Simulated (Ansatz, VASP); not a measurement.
# ScF3 in two plane-wave programs, part 2 of 3

Wanted: the spread between two codes on one cell, functional and k mesh. The cell is taken from a series of runs on this material, whose earlier steps may have relaxed, scaled, displaced or heated it; both programs get it as it stands.

VASP 6.6.1 and Ansatz 0.2.0.

So far: The starting structure; Ansatz: zone-centre phonons, LDA.

### Step 3. VASP: zone-centre phonons, LDA

Level of this step: LDA; plane waves and PAW (Sc_sv, F) (VASP).

The same cell, functional (in two slightly different forms) and mesh now go to VASP, with its own data sets.

Lines of VASP's logs that name or quote its potential files are left out, and so is its time.

File INCAR:

```
SYSTEM = ScF3
PREC = Accurate
ENCUT = 600
EDIFF = 1E-08
NELM = 120
ISMEAR = 0
SIGMA = 0.01
LREAL = .FALSE.
ALGO = Normal
GGA = PW92
NBANDS = 22
LASPH = .TRUE.
LORBIT = 11
LWAVE = .FALSE.
LCHARG = .FALSE.
ISIF = 2
IBRION = 8
LEPSILON = .TRUE.
GGA_COMPAT = .FALSE.
EFERMI = MIDGAP
KPAR = 2
```

File POSCAR:

```
ScF3
1.0
    4.0122318829      0.0000000000      0.0000000000
    0.0000000000      4.0122318829      0.0000000000
    0.0000000000      0.0000000000      4.0122318829
Sc F
1 3
Direct
    0.0000000000      0.0000000000      0.0000000000
    0.5000000000      0.0000000000      0.0000000000
    0.0000000000      0.5000000000      0.0000000000
    0.0000000000      0.0000000000      0.5000000000
```

File KPOINTS:

```
Automatic mesh
0
Gamma
6 6 6
0 0 0
```

PAW data sets: Sc_sv and F (LDA family, release 64).

Command:

```console
$ mpirun -np 2 vasp_std
```

The program printed:

```text
[banner, memory and clock lines left out]
running    2 mpi-ranks, on    1 nodes
 distrk:  each k-point on    1 cores,    2 groups
 distr:  one band on    1 cores,    1 groups

 POSCAR found type information on POSCAR ScF
 POSCAR found :  2 types and       4 ions
|                                                                             |
|               ----> ADVICE to this user running VASP <----                  |
|                                                                             |
|     You enforced a specific xc type in the INCAR file but a different       |
|     [... a line on the potential file left out ...]
|     I HOPE YOU KNOW WHAT YOU ARE DOING!                                     |
|                                                                             |

 LDA part: xc-table for (Slater(with rela. corr.)+PW92), standard interpolation
 POSCAR, INCAR and KPOINTS ok, starting setup
 FFT: planning ... GRIDC
 FFT: planning ... GRID_SOFT
 FFT: planning ... GRID
 WAVECAR not read
 entering main loop
       N       E                     dE             d eps       ncg     rms          rms(c)
DAV:   1     0.449396659181E+03    0.44940E+03   -0.16633E+04   896   0.168E+03
DAV:   2     0.106346855285E+02   -0.43876E+03   -0.42203E+03  1156   0.493E+02
DAV:   3    -0.330559116613E+02   -0.43691E+02   -0.43011E+02  1338   0.178E+02
DAV:   4    -0.340615943602E+02   -0.10057E+01   -0.10039E+01  1228   0.258E+01
DAV:   5    -0.340830865926E+02   -0.21492E-01   -0.21487E-01  1076   0.320E+00    0.163E+01
DAV:   6    -0.297251363748E+02    0.43580E+01   -0.15088E+01  1412   0.525E+01    0.727E+00
DAV:   7    -0.296609689063E+02    0.64167E-01   -0.11787E+00  1206   0.783E+00    0.428E+00
DAV:   8    -0.296086948190E+02    0.52274E-01   -0.39738E-01  1354   0.636E+00    0.108E+00
DAV:   9    -0.295951756404E+02    0.13519E-01   -0.37007E-02  1126   0.152E+00    0.350E-01
DAV:  10    -0.295943388265E+02    0.83681E-03   -0.54359E-03  1144   0.108E+00    0.181E-01
DAV:  11    -0.295940882521E+02    0.25057E-03   -0.52548E-03  1304   0.832E-01    0.995E-02
DAV:  12    -0.295940011354E+02    0.87117E-04   -0.10897E-03  1260   0.512E-01    0.442E-02
DAV:  13    -0.295939726772E+02    0.28458E-04   -0.50888E-05  1300   0.112E-01    0.222E-02
DAV:  14    -0.295939642175E+02    0.84597E-05   -0.52866E-05  1318   0.834E-02    0.430E-03
DAV:  15    -0.295939640849E+02    0.13263E-06   -0.15644E-06  1210   0.161E-02    0.119E-03
DAV:  16    -0.295939640772E+02    0.76570E-08   -0.86591E-08   978   0.228E-03
   1 F= -.29593964E+02 E0= -.29593964E+02  d E =0.000000E+00
 Linear response reoptimize wavefunctions to high precision
DAV:   1    -0.295939640757E+02    0.15207E-08   -0.17488E-08  1076   0.102E-03
DAV:   2    -0.295939640756E+02    0.35470E-10   -0.50389E-10   476   0.217E-04
 Linear response G [H, r] |phi>, progress :
  Direction:   1
       N       E                     dE             d eps       ncg     rms
RMM:   1    -0.126044541019E+03   -0.12604E+03   -0.18081E+04  1280   0.264E+03
RMM:   2    -0.134529180908E+03   -0.84846E+01   -0.59742E+01  1494   0.653E+01
RMM:   3    -0.135284908793E+03   -0.75573E+00   -0.51418E+00  1550   0.149E+01
RMM:   4    -0.135195364669E+03    0.89544E-01   -0.24182E-01  1732   0.427E+00
RMM:   5    -0.135218491793E+03   -0.23127E-01   -0.40683E-02  1742   0.128E+00
RMM:   6    -0.135220105580E+03   -0.16138E-02   -0.48347E-03  1781   0.297E-01
RMM:   7    -0.135220155011E+03   -0.49431E-04   -0.49538E-04  1746   0.767E-02
RMM:   8    -0.135220165213E+03   -0.10202E-04   -0.30903E-05  1705   0.233E-02
RMM:   9    -0.135220168065E+03   -0.28524E-05   -0.81456E-06  1571   0.751E-03
RMM:  10    -0.135220167826E+03    0.23901E-06    0.95964E-07  1365   0.249E-03
RMM:  11    -0.135220167976E+03   -0.14980E-06    0.53831E-08  1128   0.853E-04
RMM:  12    -0.135220168000E+03   -0.23992E-07   -0.48251E-08   923   0.264E-04
RMM:  13    -0.135220167968E+03    0.31899E-07    0.22071E-07   661   0.102E-04
RMM:  14    -0.135220167979E+03   -0.10465E-07    0.11841E-07   507   0.524E-05
RMM:  15    -0.135220167988E+03   -0.90152E-08    0.28240E-08   427   0.383E-05
 Linear response G [H, r] |phi>, progress :
  Direction:   2
       N       E                     dE             d eps       ncg     rms
RMM:   1    -0.132882917608E+03   -0.13288E+03   -0.18139E+04  1312   0.264E+03
RMM:   2    -0.142488168712E+03   -0.96053E+01   -0.62117E+01  1482   0.739E+01
RMM:   3    -0.143903369552E+03   -0.14152E+01   -0.70522E+00  1579   0.156E+01
RMM:   4    -0.143805987505E+03    0.97382E-01   -0.23581E-01  1756   0.399E+00
RMM:   5    -0.143836763313E+03   -0.30776E-01   -0.37230E-02  1725   0.117E+00
RMM:   6    -0.143839091057E+03   -0.23277E-02   -0.58007E-03  1794   0.313E-01
RMM:   7    -0.143839228239E+03   -0.13718E-03   -0.73082E-04  1776   0.969E-02
[...]
RMM:   7    -0.340162319480E+00   -0.26048E-04   -0.23656E-04  1400   0.526E-02
RMM:   8    -0.340166781462E+00   -0.44620E-05   -0.30520E-05  1271   0.168E-02
RMM:   9    -0.340167293827E+00   -0.51236E-06   -0.29103E-06  1084   0.622E-03
RMM:  10    -0.340167366899E+00   -0.73072E-07   -0.69560E-07   933   0.226E-03
RMM:  11    -0.340167378761E+00   -0.11862E-07   -0.78613E-08   810   0.871E-04
RMM:  12    -0.340167380205E+00   -0.14440E-08   -0.19111E-08   702   0.350E-04
[...]
RMM:  13    -0.239029384910E+00   -0.10579E-06   -0.80303E-10  1487   0.129E-04    0.567E-06
 change of polarisation eV/A/(eV/A) component  2 :    -0.019     0.454    -0.020
 dielectric tensor                  component  2 :    -0.053     2.271    -0.055
 Linear response to external field, progress :
  Direction:   3
       N       E                     dE             d eps       ncg     rms          rms(c)
RMM:   1    -0.127854075172E+00   -0.12785E+00   -0.59445E+00  2030   0.624E+01
RMM:   2    -0.224481256701E+00   -0.96627E-01    0.58735E-02  2528   0.340E+00    0.752E-01
RMM:   3    -0.226227008591E+00   -0.17458E-02    0.13293E-02  2439   0.217E+00    0.405E-01
RMM:   4    -0.233509578182E+00   -0.72826E-02   -0.26164E-03  2686   0.129E+00    0.119E-01
RMM:   5    -0.237509981148E+00   -0.40004E-02   -0.25325E-03  3020   0.468E-01    0.277E-02
RMM:   6    -0.239036356504E+00   -0.15264E-02   -0.96118E-04  3211   0.176E-01    0.120E-02
RMM:   7    -0.239033887197E+00    0.24693E-05   -0.12855E-04  3017   0.630E-02    0.249E-03
RMM:   8    -0.238991341568E+00    0.42546E-04   -0.18860E-05  3291   0.232E-02    0.110E-03
RMM:   9    -0.239027327175E+00   -0.35986E-04   -0.43733E-06  3152   0.891E-03    0.327E-04
RMM:  10    -0.239029372810E+00   -0.20456E-05   -0.56172E-07  3296   0.311E-03    0.120E-04
RMM:  11    -0.239029332141E+00    0.40669E-07   -0.60831E-08  3062   0.103E-03    0.242E-05
RMM:  12    -0.239029326213E+00    0.59278E-08   -0.72234E-09  2402   0.347E-04    0.158E-05
 change of polarisation eV/A/(eV/A) component  3 :    -0.016    -0.023     0.454
 dielectric tensor                  component  3 :    -0.044    -0.065     2.271
 Linear response DOF=           3
 Linear response progress:
  Degree of freedom:   1/  3
       N       E                     dE             d eps       ncg     rms          rms(c)
RMM:   1    -0.807547739436E+00   -0.80755E+00   -0.10653E+02  1899   0.193E+02
RMM:   2    -0.789534153297E+00    0.18014E-01   -0.18363E-01  2486   0.465E+00    0.178E-01
RMM:   3    -0.789934254627E+00   -0.40010E-03   -0.31831E-02  2654   0.157E+00    0.695E-02
RMM:   4    -0.787613470296E+00    0.23208E-02   -0.25643E-03  3067   0.437E-01    0.380E-02
RMM:   5    -0.787064920669E+00    0.54855E-03   -0.28379E-04  3337   0.124E-01    0.976E-03
RMM:   6    -0.787157226544E+00   -0.92306E-04   -0.16527E-05  3102   0.355E-02    0.556E-03
RMM:   7    -0.787187630880E+00   -0.30404E-04   -0.33060E-06  3468   0.125E-02    0.306E-03
RMM:   8    -0.787260293990E+00   -0.72663E-04   -0.41739E-07  3131   0.395E-03    0.139E-04
RMM:   9    -0.787259327850E+00    0.96614E-06   -0.38365E-08  3265   0.140E-03    0.733E-05
RMM:  10    -0.787257988696E+00    0.13392E-05   -0.13013E-08  3250   0.637E-04    0.713E-05
RMM:  11    -0.787259242949E+00   -0.12543E-05    0.36414E-09  3307   0.218E-04    0.147E-05
RMM:  12    -0.787259767531E+00   -0.52458E-06   -0.80764E-10  3235   0.842E-05    0.655E-06
RMM:  13    -0.787259624328E+00    0.14320E-06    0.25066E-10  3258   0.338E-05    0.179E-06
RMM:  14    -0.787259569711E+00    0.54617E-07   -0.12871E-10  3090   0.147E-05    0.331E-07
RMM:  15    -0.787259562880E+00    0.68315E-08   -0.28631E-10  2133   0.625E-06    0.442E-07
 first order change of Fermi-energy   0.29087E-03
 force on displaced ion       1 direction 1 :  -9.248   0.000  -0.000
 Born effective charge ion    1 direction 1 :   3.979   0.000   0.000
 Linear response progress:
  Degree of freedom:   2/  3
       N       E                     dE             d eps       ncg     rms          rms(c)
RMM:   1    -0.542094760483E+00   -0.54209E+00    0.61405E-01  3427   0.439E+00
RMM:   2    -0.529960570345E+00    0.12134E-01   -0.14928E-02  2877   0.129E+00    0.138E-01
RMM:   3    -0.531787314509E+00   -0.18267E-02   -0.17557E-03  2953   0.247E-01    0.752E-02
RMM:   4    -0.533720229977E+00   -0.19329E-02   -0.74104E-04  3013   0.185E-01    0.178E-02
RMM:   5    -0.533854566011E+00   -0.13434E-03   -0.77569E-05  3380   0.514E-02    0.648E-03
RMM:   6    -0.533777446791E+00    0.77119E-04   -0.61190E-06  3239   0.127E-02    0.229E-03
RMM:   7    -0.533785838979E+00   -0.83922E-05   -0.64975E-07  3265   0.462E-03    0.405E-04
RMM:   8    -0.533775738241E+00    0.10101E-04   -0.24254E-08  3257   0.129E-03    0.188E-04
RMM:   9    -0.533777775931E+00   -0.20377E-05    0.10780E-09  3378   0.396E-04    0.363E-05
RMM:  10    -0.533777338741E+00    0.43719E-06    0.24011E-09  3332   0.119E-04    0.170E-05
RMM:  11    -0.533777299410E+00    0.39331E-07    0.11176E-09  3290   0.409E-05    0.271E-06
RMM:  12    -0.533777300255E+00   -0.84466E-09    0.33692E-10  3326   0.131E-05    0.877E-07
 first order change of Fermi-energy  -0.25115E-03
 force on displaced ion       2 direction 1 : -11.808  -0.000   0.000
 Born effective charge ion    2 direction 1 :  -2.693   0.000   0.000
 Linear response progress:
  Degree of freedom:   3/  3
       N       E                     dE             d eps       ncg     rms          rms(c)
RMM:   1    -0.529714424911E+00   -0.52971E+00    0.55000E-01  5368   0.368E+00
RMM:   2    -0.526204885796E+00    0.35095E-02   -0.12434E-02  4579   0.810E-01    0.842E-02
RMM:   3    -0.527757717258E+00   -0.15528E-02   -0.20455E-03  4853   0.186E-01    0.404E-02
RMM:   4    -0.529005756151E+00   -0.12480E-02   -0.34814E-04  4942   0.101E-01    0.113E-02
RMM:   5    -0.529274746544E+00   -0.26899E-03   -0.47236E-05  5315   0.344E-02    0.519E-03
RMM:   6    -0.529157729028E+00    0.11702E-03   -0.50805E-06  5013   0.108E-02    0.904E-04
RMM:   7    -0.529193910159E+00   -0.36181E-04   -0.72748E-07  5285   0.393E-03    0.506E-04
RMM:   8    -0.529182245077E+00    0.11665E-04   -0.79604E-08  5150   0.129E-03    0.121E-04
RMM:   9    -0.529182503887E+00   -0.25881E-06   -0.11042E-08  5463   0.409E-04    0.410E-05
RMM:  10    -0.529183268925E+00   -0.76504E-06   -0.11397E-09  5426   0.128E-04    0.311E-05
RMM:  11    -0.529183498330E+00   -0.22941E-06   -0.20904E-10  5281   0.528E-05    0.309E-06
RMM:  12    -0.529183416987E+00    0.81343E-07    0.62094E-11  5269   0.169E-05    0.209E-06
RMM:  13    -0.529183427109E+00   -0.10122E-07   -0.39842E-12  4725   0.523E-06    0.222E-07
RMM:  14    -0.529183429265E+00   -0.21569E-08    0.15109E-11  2860   0.154E-06    0.143E-07
 first order change of Fermi-energy   0.17730E-03
 force on displaced ion       2 direction 2 :   0.000  -1.639   0.000
 Born effective charge ion    2 direction 2 :   0.000  -0.644   0.000
 Born effective charges drift removed
 Linear response finished
```

(Part 2 of 3 ends here.)

[Lines on the potential files, build, host, timing and source positions are cut from VASP's logs without a mark.]

[Logs are printed without paths, hosts, clocks, repeated set-up lines and the standing remarks that a program may print on its own settings, such as how far it seeks lower states.]

[Hosts, paths, dates, database ids (printed as entryN), source tags and the programs' standing remarks are cut or masked in the printed files.]
